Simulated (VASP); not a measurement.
Output of a VASP run:

**OUTCAR**
```
 ion  position               nearest neighbor table
   1  0.500  0.000  0.754-   3 2.24   4 2.24   3 2.24   4 2.24   2 3.57   2 3.57   2 3.57   2 3.57
                             2 3.62   2 3.62   2 3.62   2 3.62
   2  0.000  0.500  0.246-   3 2.24   4 2.24   4 2.24   3 2.24   1 3.57   1 3.57   1 3.57   1 3.57
                             1 3.62   1 3.62   1 3.62   1 3.62
   3  0.500  0.500  0.000-   1 2.24   2 2.24   1 2.24   2 2.24
   4  0.000  0.000  0.000-   1 2.24   2 2.24   2 2.24   1 2.24
  LATTYP: Found a simple tetragonal cell.
 ALAT       =     3.8389395892
 C/A-ratio  =     1.2286568632
 Subroutine PRICEL returns:
 Original cell was already a primitive cell.
 Subroutine GETGRP returns: Found 16 space group operations
The static configuration has the point symmetry D_2d.
 The point group associated with its full space group is D_4h.
The dynamic configuration has the point symmetry D_2d.
 Subroutine INISYM returns: Found 16 space group operations
 Subroutine IBZKPT returns following result:
 Found     18 irreducible k-points:

 Following reciprocal coordinates:
            Coordinates               Weight
  0.000000  0.000000  0.000000      1.000000
  0.200000  0.000000  0.000000      4.000000
  0.400000  0.000000  0.000000      4.000000
  0.200000  0.200000  0.000000      4.000000
  0.400000  0.200000  0.000000      8.000000
  0.400000  0.400000  0.000000      4.000000
  0.000000  0.000000  0.250000      2.000000
  0.200000  0.000000  0.250000      8.000000
  0.400000  0.000000  0.250000      8.000000
  0.200000  0.200000  0.250000      8.000000
  0.400000  0.200000  0.250000     16.000000
  0.400000  0.400000  0.250000      8.000000
  0.000000  0.000000  0.500000      1.000000
  0.200000  0.000000  0.500000      4.000000
  0.400000  0.000000  0.500000      4.000000
  0.200000  0.200000  0.500000      4.000000
  0.400000  0.200000  0.500000      8.000000
  0.400000  0.400000  0.500000      4.000000
   k-points           NKPTS =     18   k-points in BZ     NKDIM =     18   number of bands    NBANDS=     24
   number of dos      NEDOS =    301   number of ions     NIONS =      4
   total plane-waves  NPLWV =  32400
   dimension x,y,z NGX =    30 NGY =   30 NGZ =   36
   dimension x,y,z NGXF=    60 NGYF=   60 NGZF=   72
   ions per type =               2   2
   PREC   = accura    normal or accurate (medium, high low for compatibility)
   ISTART =      0    job   : 0-new  1-cont  2-samecut
   ICHARG =      2    charge: 1-file 2-atom 10-const
   ISPIN  =      1    spin polarized calculation?
   LNONCOLLINEAR =      F non collinear calculations
   LSORBIT =      F    spin-orbit coupling
   INIWAV =      1    electr: 0-lowe 1-rand  2-diag
   ENCUT  =  520.0 eV  38.22 Ry    6.18 a.u.   7.14  7.14  8.77*2*pi/ulx,y,z
   NELM   =    100;   NELMIN=  2; NELMDL= -5     # of ELM steps
   EDIFF  = 0.1E-05   stopping-criterion for ELM
   LREAL  =      F    real-space projection
   NLSPLINE    = F    spline interpolate recip. space projectors
   LMAXMIX     =    4 max onsite mixed and CHGCAR
   VOSKOWN=      0    Vosko Wilk Nusair interpolation
   EDIFFG = -.2E-01   stopping-criterion for IOM
   NSW    =     60    number of steps for IOM
   NBLOCK =      1;   KBLOCK =     60    inner block; outer block
   IBRION =      2    ionic relax: 0-MD 1-quasi-New 2-CG
   NFREE  =      1    steps in history (QN), initial steepest desc. (CG)
   ISIF   =      3    stress and relaxation
   ISYM   =      2    0-nonsym 1-usesym 2-fastsym
   TEIN   =    0.0    initial temperature
   TEBEG  =    0.0;   TEEND  =   0.0 temperature during run
   SMASS  =  -3.00    Nose mass-parameter (am)
   PSTRESS=    0.0 pullay stress
   NELECT =      40.0000    total number of electrons
   EFERMI =   0.00;   METHOD = LEGACY
   ISMEAR =     0;   SIGMA  =   0.05  broadening in eV -4-tet -1-fermi 0-gaus
   IALGO  =     38    algorithm
   LDIAG  =      T    sub-space diagonalisation (order eigenvalues)
   IMIX   =      4    mixing-type and parameters
     AMIX     =   0.40;   BMIX     =  1.00
     AMIX_MAG =   1.60;   BMIX_MAG =  1.00
     AMIN     =   0.10
...
```

OSZICAR:
```
...
DAV:   2    -0.436521604215E+02    0.20126E-02   -0.66194E-03  1072   0.849E-01    0.163E-01
DAV:   3    -0.436518258316E+02    0.33459E-03   -0.83100E-04  1104   0.480E-01    0.711E-02
DAV:   4    -0.436516689887E+02    0.15684E-03   -0.51734E-04  1056   0.265E-01    0.158E-02
DAV:   5    -0.436516931283E+02   -0.24140E-04   -0.33291E-04   864   0.197E-01    0.756E-03
DAV:   6    -0.436517738830E+02   -0.80755E-04   -0.80700E-05   864   0.768E-02    0.371E-03
DAV:   7    -0.436517770568E+02   -0.31738E-05   -0.62427E-06   816   0.230E-02    0.155E-03
DAV:   8    -0.436517773741E+02   -0.31727E-06   -0.11023E-06   616   0.106E-02
   8 F= -.43651777E+02 E0= -.43651777E+02  d E =-.533388E-03
       N       E                     dE             d eps       ncg     rms          rms(c)
DAV:   1    -0.436610642537E+02   -0.92872E-02   -0.68820E-01  1240   0.688E+00    0.609E-01
DAV:   2    -0.436535964053E+02    0.74678E-02   -0.24552E-02  1064   0.162E+00    0.312E-01
DAV:   3    -0.436523715328E+02    0.12249E-02   -0.30085E-03  1120   0.902E-01    0.136E-01
DAV:   4    -0.436518150294E+02    0.55650E-03   -0.19593E-03  1056   0.518E-01    0.301E-02
DAV:   5    -0.436519330324E+02   -0.11800E-03   -0.12625E-03   864   0.385E-01    0.151E-02
DAV:   6    -0.436522325246E+02   -0.29949E-03   -0.28933E-04   880   0.145E-01    0.682E-03
DAV:   7    -0.436522426593E+02   -0.10135E-04   -0.20990E-05   976   0.416E-02    0.298E-03
DAV:   8    -0.436522441647E+02   -0.15054E-05   -0.39992E-06   768   0.193E-02    0.110E-03
DAV:   9    -0.436522460589E+02   -0.18942E-05   -0.10411E-06   600   0.109E-02    0.660E-04
DAV:  10    -0.436522462834E+02   -0.22443E-06   -0.12646E-07   456   0.380E-03
   9 F= -.43652246E+02 E0= -.43652246E+02  d E =-.100230E-02
       N       E                     dE             d eps       ncg     rms          rms(c)
DAV:   1    -0.436524674823E+02   -0.22142E-03   -0.16746E-02  1240   0.106E+00    0.951E-02
DAV:   2    -0.436522915925E+02    0.17589E-03   -0.59472E-04  1072   0.256E-01    0.489E-02
DAV:   3    -0.436522614729E+02    0.30120E-04   -0.76204E-05  1120   0.145E-01    0.214E-02
DAV:   4    -0.436522446146E+02    0.16858E-04   -0.47385E-05  1064   0.799E-02    0.492E-03
DAV:   5    -0.436522454765E+02   -0.86192E-06   -0.30837E-05   872   0.594E-02    0.238E-03
DAV:   6    -0.436522531450E+02   -0.76685E-05   -0.71524E-06   736   0.229E-02    0.109E-03
DAV:   7    -0.436522532765E+02   -0.13156E-06   -0.52080E-07   496   0.755E-03
  10 F= -.43652253E+02 E0= -.43652253E+02  d E =-.100929E-02
       N       E                     dE             d eps       ncg     rms          rms(c)
DAV:   1    -0.436545871137E+02   -0.23340E-02   -0.78782E-02  1048   0.351E+00    0.314E-01
DAV:   2    -0.436526515249E+02    0.19356E-02   -0.91548E-03  1104   0.949E-01    0.129E-01
DAV:   3    -0.436524207872E+02    0.23074E-03   -0.72688E-04  1112   0.464E-01    0.645E-02
DAV:   4    -0.436522789619E+02    0.14183E-03   -0.37180E-04  1056   0.326E-01    0.144E-02
DAV:   5    -0.436522775819E+02    0.13800E-05   -0.21945E-04   952   0.222E-01    0.101E-02
DAV:   6    -0.436523270383E+02   -0.49456E-04   -0.39551E-05   888   0.696E-02    0.465E-03
DAV:   7    -0.436523253223E+02    0.17161E-05   -0.63891E-06   896   0.210E-02    0.263E-03
DAV:   8    -0.436523270504E+02   -0.17281E-05   -0.10607E-06   552   0.135E-02    0.122E-03
DAV:   9    -0.436523267055E+02    0.34482E-06   -0.40563E-07   432   0.113E-02
  11 F= -.43652327E+02 E0= -.43652327E+02  d E =-.734290E-04
```

File OUTCAR:
```
------------------------ aborting loop because EDIFF is reached ----------------------------------------
  FORCE on cell =-STRESS in cart. coord.  units (eV):
  Direction    XX          YY          ZZ          XY          YZ          ZX
  --------------------------------------------------------------------------------------
  Total       -0.0438451     -0.0438451     -0.0400818      0.0000000      0.0000000      0.0000000
  in kB       -0.9864685     -0.9864685     -0.9017971      0.0000000      0.0000000      0.0000000
  external PRESSURE =      -0.9582447 kB  Pullay stress =       0.0000000 kB
  volume of cell :       71.21
      direct lattice vectors                 reciprocal lattice vectors
     3.838505963  0.000000000  0.000000000     0.260518027  0.000000000  0.000000000
     0.000000000  3.838505963 -0.000000000     0.000000000  0.260518027 -0.000000000
     0.000000000  0.000000000  4.833082503     0.000000000  0.000000000  0.206907289
 POSITION                                       TOTAL-FORCE (eV/Angst)
 -----------------------------------------------------------------------------------
      1.91925      3.83851      3.67299         0.000000      0.000000      0.008644
      0.00000      1.91925      1.16009         0.000000     -0.000000     -0.008644
      1.91925      1.91925      4.83308        -0.000000     -0.000000      0.000000
      0.00000      0.00000     -0.00000         0.000000     -0.000000      0.000000
 -----------------------------------------------------------------------------------
    total drift:                                0.000000      0.000000      0.000000
  FREE ENERGIE OF THE ION-ELECTRON SYSTEM (eV)
  ---------------------------------------------------
  free  energy   TOTEN  =       -43.6523267055 eV

  energy  without entropy=      -43.6523267055  energy(sigma->0) =      -43.65232671

 reached required accuracy - stopping structural energy minimisation
```
(Selected blocks of OUTCAR.)

POSCAR:
```
SnO
1
    3.8389395892     0.0000000000     0.0000000000
    0.0000000000     3.8389395892     0.0000000000
    0.0000000000     0.0000000000     4.7167394735
Sn O
2 2
Direct
  0.5000000000   1.0000000000   0.7537822598
  1.0000000000   0.5000000000   0.2462177402
  0.5000000000   0.5000000000   0.0000000000
  1.0000000000   0.0000000000   0.0000000000
```

Problem. Write an INCAR and KPOINTS that could have produced this output.

Solution. One answer among several that fit: the input of the run itself, TPSS meta-GGA, plane waves, VASP's PBE PAW potentials (set 64).

**KPOINTS**
```
Automatic mesh
0
gamma
5 5 4
```

**INCAR**
```
! general
SYSTEM  = SnO
PREC    = Accurate
ENCUT   = 520
LREAL   = .False.
LASPH   = .True.   ! aspherical one-centre terms

! electronic loop
EDIFF   = 1E-6   ! SCF stop (eV)
NELM    = 100   ! most electronic steps
ALGO    = Normal   ! blocked Davidson
LMAXMIX = 4   ! l cut-off of mixed one-centre charges
LMIXTAU = .True.

! smearing
ISMEAR  = 0   ! Gaussian
SIGMA   = 0.05   ! width (eV)

! functional
METAGGA = TPSS

! ions
IBRION  = 2
NSW     = 60   ! most ionic steps
ISIF    = 3   ! ions, shape and volume
EDIFFG  = -0.02

! output
LWAVE   = .False.
LCHARG  = .False.
```

POTCAR, in this order: Sn_d O (PBE.64 set). Program: vasp_std.

Energy and stress use the plane-wave basis of the starting cell. Without a dispersion term in the relaxation, distances and binding between the weakly bound layers, chains or molecules are unreliable, and so is what depends on them.

The compound is SnO in the litharge structure. This run relaxes it. Symmetry was kept, so distortions that lower it aren't found. The start is the result of an earlier pass.
